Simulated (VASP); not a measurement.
Output of a VASP run:

**OSZICAR**
```
       N       E                     dE             d eps       ncg     rms          rms(c)
DAV:   1     0.150758076523E+03    0.15076E+03   -0.11040E+04   840   0.142E+03
DAV:   2    -0.242829678720E+02   -0.17504E+03   -0.16846E+03   840   0.311E+02
DAV:   3    -0.315959696896E+02   -0.73130E+01   -0.71051E+01   938   0.837E+01
DAV:   4    -0.317578825078E+02   -0.16191E+00   -0.15960E+00   975   0.108E+01
DAV:   5    -0.317635922708E+02   -0.57098E-02   -0.57091E-02   988   0.203E+00    0.204E+01
DAV:   6    -0.312253635247E+02    0.53823E+00   -0.53615E+01   947   0.116E+02    0.161E+01
DAV:   7    -0.280294734167E+02    0.31959E+01   -0.15388E+01   933   0.631E+01    0.455E+00
DAV:   8    -0.279533981565E+02    0.76075E-01   -0.66870E-01   908   0.646E+00    0.140E+00
DAV:   9    -0.279360542910E+02    0.17344E-01   -0.28969E-02  1158   0.230E+00    0.575E-01
DAV:  10    -0.279332287230E+02    0.28256E-02   -0.35184E-03  1073   0.450E-01    0.237E-01
DAV:  11    -0.279326993974E+02    0.52933E-03   -0.74073E-04  1258   0.317E-01    0.538E-02
DAV:  12    -0.279326993875E+02    0.98735E-08   -0.11003E-04   893   0.121E-01    0.160E-02
DAV:  13    -0.279326987605E+02    0.62700E-06   -0.61698E-06   945   0.196E-02
   1 F= -.27932699E+02 E0= -.27929670E+02  d E =-.605684E-02
```

OUTCAR:
```
------------------------ aborting loop because EDIFF is reached ----------------------------------------
  FORCE on cell =-STRESS in cart. coord.  units (eV):
  Direction    XX          YY          ZZ          XY          YZ          ZX
  --------------------------------------------------------------------------------------
  Total       -1.6505062     -1.6505062     -1.6505062      0.0000000      0.0000000     -0.0000000
  in kB      -63.9489155    -63.9489155    -63.9489155      0.0000000      0.0000000     -0.0000000
  external PRESSURE =     -63.9489155 kB  Pullay stress =       0.0000000 kB
  volume of cell :       41.35
      direct lattice vectors                 reciprocal lattice vectors
     3.458052000  0.000000000  0.000000000     0.289180151  0.000000000  0.000000000
     0.000000000  3.458052000  0.000000000     0.000000000  0.289180151  0.000000000
     0.000000000  0.000000000  3.458052000     0.000000000  0.000000000  0.289180151
 POSITION                                       TOTAL-FORCE (eV/Angst)
 -----------------------------------------------------------------------------------
      0.00000      0.00000      0.00000         0.000000      0.000000      0.000000
      0.00000      1.72903      1.72903         0.000000      0.000000      0.000000
      1.72903      0.00000      1.72903         0.000000      0.000000      0.000000
      1.72903      1.72903      0.00000         0.000000      0.000000      0.000000
 -----------------------------------------------------------------------------------
    total drift:                               -0.000000     -0.000000      0.000000
  FREE ENERGIE OF THE ION-ELECTRON SYSTEM (eV)
  ---------------------------------------------------
  free  energy   TOTEN  =       -27.9326987605 eV

  energy  without entropy=      -27.9266419192  energy(sigma->0) =      -27.92967034
```
(Selected blocks of OUTCAR.)

POSCAR:
```
Ni3Si
1
    3.4580520000     0.0000000000     0.0000000000
    0.0000000000     3.4580520000     0.0000000000
    0.0000000000     0.0000000000     3.4580520000
Si Ni
1 3
Direct
  0.0000000000   0.0000000000   0.0000000000
  0.0000000000   0.5000000000   0.5000000000
  0.5000000000   0.0000000000   0.5000000000
  0.5000000000   0.5000000000   0.0000000000
```

Task: Write an INCAR and KPOINTS that could have produced this output.

Result: This is not unique; one that fits is the input of the run itself, LDA (Ceperley-Alder, Perdew-Zunger), plane waves, VASP's LDA PAW potentials (set 64).

**INCAR**
```
! general
SYSTEM =Ni3Si
PREC   =Accurate
ENCUT  =300   ! plane-wave cut-off (eV)
LREAL  =.FALSE.   ! projection in real space or not
LASPH  =.TRUE.

! electronic loop
EDIFF  =1E-6   ! SCF stop (eV)
NELM   =100   ! most electronic steps
ALGO   =Normal
LMAXMIX=4

! smearing
ISMEAR =0
SIGMA  =0.1   ! width (eV)

! ions
ISIF   =2   ! forces and stress, cell fixed

! output
LWAVE  =.FALSE.
LCHARG =.FALSE.
```

### KPOINTS
```
Automatic mesh
0
G
7 7 7
```

POTCAR, in this order: Si Ni (LDA.64 set). Program: vasp_std.

At this cut-off the stress carries a Pulay error, which pulls relaxed volumes low.

The structure is a typed Ni3Si crystal. The cell was not relaxed at this level. The run is one of a series of settings (GGA removed, POTCAR Si Ni (LDA.64 set) against the base run), some of them coarse on purpose. The run is not spin-polarised, so no magnetic state was tried.
